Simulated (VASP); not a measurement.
Runs of VASP 6.6.1 on Ni. The structure is cubic, space group Fm-3m (No. 225). Conventional cell: a = 3.463 Å, b = 3.463 Å, c = 3.463 Å, α = 90.00°, β = 90.00°, γ = 90.00°. Ni (site symmetry m-3m) has 12 Ni at 2.45 Å as nearest neighbours. 

```tsv
task	cell	gap on the mesh (eV)	pressure (GPa)	moment (μB)
single point	as given	none	0.0	0.62
single point	a relaxed cell with its volume scaled by 1.09	none	(a)	0.64
single point	a relaxed cell with its volume scaled by 0.94	none	(b)	0.61
relaxation of cell and atoms	relaxed	none	0.0	0.62
single point	a relaxed cell with its volume scaled by 0.97	none	7.5	0.62
single point	a relaxed cell with its volume scaled by 1.06	none	-11.5	0.63
single point	a relaxed cell with its volume scaled by 0.91	none	27.0	0.61
single point	a relaxed cell with its volume scaled by 1.03	none	-6.3	0.63
```

Alike in all rows: level PBEsol; potentials or basis VASP PAW PBE potentials, release 64 (Ni); spin collinear, ferromagnetic start; k mesh 20 × 20 × 20; cutoff (eV) 520; smearing gaussian 0.1 eV.

Fill in the values left out.

(a) -15.9; (b) 16.4.

Caveats: the PAW data sets were made with another functional, which shifts forces and pressure a little (some runs); so large a pressure means that the cell lies far from this level's equilibrium, or that cutoff or potentials fall short (some runs); the potentials were made for another functional, which shifts forces and pressure (some runs).

A gap of «none» marks a metal or a gap under the smearing width.
